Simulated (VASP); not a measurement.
```
CELL_PARAMETERS angstrom
      5.42182     0.00000     0.00000
      0.00000     5.42182     0.00000
      0.00000     0.00000     5.42182
ATOMIC_POSITIONS crystal
  Na 0.00000 0.00000 0.00000
  Sr 0.50000 0.50000 0.50000
  Cl 0.00000 0.50000 0.50000
  Cl 0.50000 0.50000 0.00000
  Cl 0.50000 0.00000 0.50000
```

Calculation: RPBE GGA, VASP's PBE PAW potentials (set 64) (plane waves; VASP 6.6.1). Numerical set-up: 400 eV cut-off, 4×4×4 Γ-centred mesh, Gaussian smearing of 0.050 eV, potentials Na_pv Sr_sv Cl.

**Question.** Estimate the energy per atom (σ→0), pressure, band gap (on the k-mesh) with the smallest direct gap where there is one.

**Answer.** 
The band gap (on the k-mesh) comes out as 3.89 eV, the smallest direct gap (on the k-mesh) comes out as 4.04 eV and the energy per atom (σ→0) is -3.446 eV/atom. The pressure is 4.76 GPa.

Only differences to runs with the same potentials and settings are physical.

The structure was generated: NaSrCl3 was put into the cubic-perovskite type (Pm-3m), which need not be its known phase. The cell was not relaxed at this level. The run is one of a series of settings (GGA = RP against the base run), some of them coarse on purpose.
